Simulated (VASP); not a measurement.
Consider the following.

```
AlGa3N4
1.0
    0.00026     4.46895     4.46599
    4.46895     0.00026     4.46599
    2.23460     2.23460     0.00000
Ga N Al
3 4 1
Direct
  0.99969   0.99969   0.00063
  0.99955   0.50052   0.99992
  0.50052   0.99955   0.99992
  0.12491   0.12491   0.25018
  0.13227   0.62267   0.24506
  0.62267   0.13227   0.24506
  0.62001   0.62001   0.25998
  0.50038   0.50038   0.99924
```

Calculation: PBEsol GGA, VASP's PBE PAW potentials (set 64) (plane waves; VASP). Run with 520 eV cut-off, Gaussian smearing of 0.050 eV, potentials Ga_d N Al.

### Question
Give the energies of bands 22 to 35 at the high-symmetry points, in eV from the valence-band maximum.

### Answer

| band | Γ | Y | C0 | Z | A0 | T | S | R |
|---|---|---|---|---|---|---|---|---|
| 22 | -5.85 | -3.73 | -4.10 | -5.40 | -5.91 | -6.19 | -4.09 | -5.91 |
| 23 | -2.59 | -3.19 | -4.06 | -4.66 | -5.28 | -5.52 | -3.52 | -5.22 |
| 24 | -2.59 | -3.17 | -3.48 | -3.93 | -2.69 | -2.58 | -3.12 | -3.15 |
| 25 | -1.07 | -2.96 | -2.08 | -3.58 | -2.68 | -2.58 | -2.90 | -3.14 |
| 26 | -1.05 | -1.66 | -1.67 | -3.56 | -2.62 | -2.57 | -1.91 | -3.03 |
| 27 | -0.88 | -1.57 | -1.52 | -3.54 | -2.60 | -2.57 | -1.77 | -2.82 |
| 28 | -0.82 | -1.31 | -1.43 | -3.17 | -1.67 | -1.03 | -0.72 | -1.94 |
| 29 | -0.06 | -1.30 | -1.34 | -3.16 | -1.58 | -0.97 | -0.67 | -1.80 |
| 30 | -0.04 | -0.98 | -1.24 | -1.06 | -1.13 | -0.86 | -0.34 | -1.76 |
| 31 | 0.00 | -0.91 | -0.48 | -0.90 | -1.05 | -0.83 | -0.34 | -1.74 |
| 32 | 2.19 | 4.75 | 5.07 | 6.03 | 3.68 | 3.16 | 4.37 | 5.13 |
| 33 | 3.24 | 4.85 | 5.16 | 6.04 | 3.70 | 3.19 | 4.58 | 5.38 |
| 34 | 4.83 | 6.73 | 5.64 | 6.75 | 5.53 | 4.83 | 5.44 | 5.45 |
| 35 | 5.37 | 6.95 | 6.16 | 7.01 | 5.92 | 5.28 | 5.47 | 5.47 |

The gap is direct, 2.19 eV, from the valence maximum at Γ to the conduction minimum at Γ.

The structure was generated: AlGa3N4 was put into an ordered model structure (Amm2), which need not be its known phase. It was relaxed first.
